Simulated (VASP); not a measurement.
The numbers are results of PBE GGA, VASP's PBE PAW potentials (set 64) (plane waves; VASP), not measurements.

VASP input:

INCAR:
```
! general
SYSTEM  = MgZn3Te4
PREC    = Accurate
ENCUT   = 400   ! plane-wave cut-off (eV)
LREAL   = .FALSE.
LASPH   = .TRUE.   ! aspherical one-centre terms

! electronic loop
EDIFF   = 1E-6   ! SCF stop (eV)
NELM    = 100   ! most electronic steps
ALGO    = Normal
LMAXMIX = 4   ! l cut-off of mixed one-centre charges

! smearing
ISMEAR  = 0   ! Gaussian
SIGMA   = 0.05

! functional
GGA     = PE   ! PBE

! output
LWAVE   = .FALSE.
LCHARG  = .TRUE.
```

KPOINTS:
```
Automatic mesh
0
G
 3 3 3
```

### POSCAR
```
MgZn3Te4
1
    6.2622070058     0.0000000000    -0.0000000000
   -0.0000000000     6.2622070058     0.0000000000
    0.0000000000    -0.0000000000     6.2622070058
Zn Te Mg
3 4 1
Direct
  0.0000000000   1.0000000000   1.0000000000
  0.5000000000   0.5000000000   1.0000000000
  0.5000000000   1.0000000000   0.5000000000
  0.2566147776   0.2433852224   0.2433852224
  0.7433852224   0.7566147776   0.2433852224
  0.7433852224   0.2433852224   0.7566147776
  0.2566147776   0.7566147776   0.7566147776
  0.0000000000   0.5000000000   0.5000000000
```

POTCAR, in this order: Zn Te Mg (PBE.64 set). Program: vasp_std.

Unless said otherwise, spin-orbit coupling is left out, though it shifts the bands of the heavy elements here.

Task: Estimate the energy per atom (σ→0), band gap (on the k-mesh).

Result: 
```json
{
 "energy per atom (σ→0)": "-2.729 eV/atom",
 "band gap (on the k-mesh)": "1.24 eV"
}
```

### OSZICAR
```
...
DAV:   8    -0.218330222160E+02   -0.67747E-02   -0.27013E-02   358   0.127E+00    0.105E+00
DAV:   9    -0.218341700715E+02   -0.11479E-02   -0.10487E-02   332   0.115E+00    0.232E-01
DAV:  10    -0.218343403351E+02   -0.17026E-03   -0.40677E-03   372   0.744E-01    0.702E-02
DAV:  11    -0.218344437734E+02   -0.10344E-03   -0.68927E-04   316   0.261E-01    0.350E-02
DAV:  12    -0.218344783694E+02   -0.34596E-04   -0.15095E-04   379   0.644E-02    0.165E-02
DAV:  13    -0.218344915166E+02   -0.13147E-04   -0.90851E-05   327   0.891E-02    0.626E-03
DAV:  14    -0.218344921713E+02   -0.65473E-06   -0.65434E-06   321   0.218E-02
   1 F= -.21834492E+02 E0= -.21834492E+02  d E =-.161897E-12
```

The structure was generated: MgZn3Te4 was put into an ordered model structure (P-43m), which need not be its known phase. It was relaxed first.
